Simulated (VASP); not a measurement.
```
CELL_PARAMETERS angstrom
      0.00000     2.45798     2.45798
      2.45798     0.00000     2.45798
      2.45798     2.45798     0.00000
ATOMIC_POSITIONS crystal
  Be 0.00000 0.00000 0.00000
  S  0.25000 0.25000 0.25000
```

These are RPBE GGA, VASP's PBE PAW potentials (set 64) (plane waves; VASP 6.6.1) values and carry that method's errors. Numerical set-up: 520 eV cut-off, 8×8×8 Γ-centred mesh, Gaussian smearing of 0.050 eV, potentials Be S.

**Question.** What does the run give for the energy per atom (σ→0), band gap (on the k-mesh) with the smallest direct gap where there is one?

**Answer.** 
```
Property                                      Value
-----------------------------------  --------------
band gap (on the k-mesh)                    3.31 eV
smallest direct gap (on the k-mesh)         5.70 eV
energy per atom (σ→0)                -4.711 eV/atom
```

The compound is BeS in the zinc blende structure. It was relaxed first. The start is the result of an earlier pass.
